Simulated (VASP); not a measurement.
An input for Quantum ESPRESSO's pw.x (written as the equivalent of a VASP run, and not itself run):

```
&CONTROL
  calculation = 'scf'
  pseudo_dir = './pseudo'
  outdir = './out'
  tprnfor = .true.
  tstress = .true.
/
&SYSTEM
  ibrav = 0
  nat = 4
  ntyp = 1
  ecutwfc = 44
  occupations = 'smearing'
  smearing = 'gaussian'
  degauss = 0.009996
  input_dft = 'pbe'
/
&ELECTRONS
  conv_thr = 7.3e-08
  electron_maxstep = 100
/
ATOMIC_SPECIES
  P 30.974 P.upf
CELL_PARAMETERS angstrom
     1.6475800   -5.4644930    0.0000000
     1.6475800    5.4644930    0.0000000
     0.0000000    0.0000000    4.5431860
ATOMIC_POSITIONS crystal
  P    0.4041400  0.5958600  0.9111800
  P    0.5958600  0.4041400  0.0888200
  P    0.0958600  0.9041400  0.4111800
  P    0.9041400  0.0958600  0.5888200
K_POINTS automatic
  8 8 6 0 0 0
```

**Question.** Write the VASP files for the same calculation (PBE).

**Answer.** Several could match; the one computed here: 
**INCAR**
```
SIGMA  =  0.136   ! width (eV)
LASPH  =  .True.
EDIFF  =  1E-6
GGA  =  PE   ! PBE
ENCUT  =  300   ! plane-wave cut-off (eV)
LWAVE  =  .False.
ISMEAR  =  0
SYSTEM  =  P
ISIF  =  2   ! forces and stress, cell fixed
PREC  =  Accurate
NELM  =  100   ! most electronic steps
ALGO  =  Normal
LCHARG  =  .False.
LREAL  =  .False.
```

### POSCAR
```
P
1.0
  1.6475800000  -5.4644930000   0.0000000000
  1.6475800000   5.4644930000   0.0000000000
  0.0000000000   0.0000000000   4.5431860000
P
4
Direct
  0.4041400000   0.5958600000   0.9111800000
  0.5958600000   0.4041400000   0.0888200000
  0.0958600000   0.9041400000   0.4111800000
  0.9041400000   0.0958600000   0.5888200000
```

File KPOINTS:
```
Automatic mesh
0
Gamma
8 8 6
0 0 0
```

POTCAR, in this order: P (PBE.64 set). Program: vasp_std.

The two are equivalent in intent, not identical: the potentials are each code's own (VASP's PAW set, PseudoDojo norm-conserving files in pw.x), so ENCUT and ecutwfc are chosen apart and not converted; conv_thr bounds pw.x's estimated SCF error, while EDIFF bounds the energy change between steps.

The structure comes from a computed database's P entry; how it stands against other phases isn't given here. The cell was not relaxed at this level.
